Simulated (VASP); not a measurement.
Input:

```
CdPr
1.0
    3.80402     0.00000     0.00000
    0.00000     3.80402     0.00000
    0.00000     0.00000     3.80402
Pr Cd
1 1
Direct
  0.50000   0.50000   0.50000
  0.00000   0.00000   0.00000
```

All values below come from PBEsol GGA, VASP's PBE PAW potentials (set 64) (plane waves; VASP 6.6.1). Settings: 400 eV cut-off, Gaussian smearing of 0.050 eV, potentials Pr_3 Cd.

The 4f electrons are frozen in the core of the lanthanide potential, so 4f levels, which can set the real gap, and their magnetism are missing.

### Question
Give the energies of bands 10 to 14 at the high-symmetry points, in eV from the Fermi level.

### Answer

```csv
band,Γ,X,M,R
10,-6.31,-3.35,-3.89,-2.04
11,-0.27,-2.93,0.23,-2.04
12,-0.27,-0.06,0.42,-2.04
13,4.08,1.03,0.42,-0.47
14,4.08,1.03,2.61,5.67
```

It has no gap at this level: it comes out as a metal or semimetal.

The structure comes from a computed database's PrCd entry (Pm-3m); how it stands against other phases isn't given here. It was relaxed first, which changed the volume by -5 %. The electron count is odd and the run is not spin-polarised, which forces a metal.
